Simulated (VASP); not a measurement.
The input files of a VASP run:

**KPOINTS**
```
Automatic mesh
0
Gamma
12 12 12
0 0 0
```

### INCAR
```
ALGO = Normal
EDIFF = 1E-6
EDIFFG = -0.02
ENCUT = 500
GGA = PS
IBRION = 2
ISIF = 3
ISMEAR = 1
LASPH = .TRUE.
LCHARG = .FALSE.
LREAL = .FALSE.
LWAVE = .FALSE.
NELM = 100
NSW = 40
PREC = Accurate
SIGMA = 0.1
SYSTEM = Ca
```

POSCAR:
```
Ca
1
    0.0000000000     2.7285296194     2.7285296194
    2.7285296194     0.0000000000     2.7285296194
    2.7285296194     2.7285296194     0.0000000000
Ca
1
Direct
  0.0000000000   0.0000000000   0.0000000000
```

POTCAR, in this order: Ca_sv (PBE.64 set). Program: vasp_std.

**Question.** Write an equivalent input for Quantum ESPRESSO's pw.x.

**Answer.** One equivalent input (not run):
```
&CONTROL
  calculation = 'vc-relax'
  pseudo_dir = './pseudo'
  outdir = './out'
  tprnfor = .true.
  tstress = .true.
  nstep = 40
  forc_conv_thr = 0.00078
/
&SYSTEM
  ibrav = 0
  nat = 1
  ntyp = 1
  ecutwfc = 68
  occupations = 'smearing'
  smearing = 'methfessel-paxton'
  degauss = 0.00735
  input_dft = 'pbesol'
/
&ELECTRONS
  conv_thr = 7.3e-08
  electron_maxstep = 100
/
&IONS
/
&CELL
/
ATOMIC_SPECIES
  Ca 40.078 Ca.upf
CELL_PARAMETERS angstrom
     0.0000000    2.7285296    2.7285296
     2.7285296    0.0000000    2.7285296
     2.7285296    2.7285296    0.0000000
ATOMIC_POSITIONS crystal
  Ca   0.0000000  0.0000000  0.0000000
K_POINTS automatic
  12 12 12 0 0 0
```
Limits of the translation: the potentials are each code's own (VASP's PAW set, PseudoDojo norm-conserving files in pw.x), so ENCUT and ecutwfc are chosen apart and not converted; conv_thr bounds pw.x's estimated SCF error, while EDIFF bounds the energy change between steps; forc_conv_thr acts on force components and is met together with etot_conv_thr.

The compound is Ca in the fcc structure. It was relaxed first, which changed the volume by -6 %.
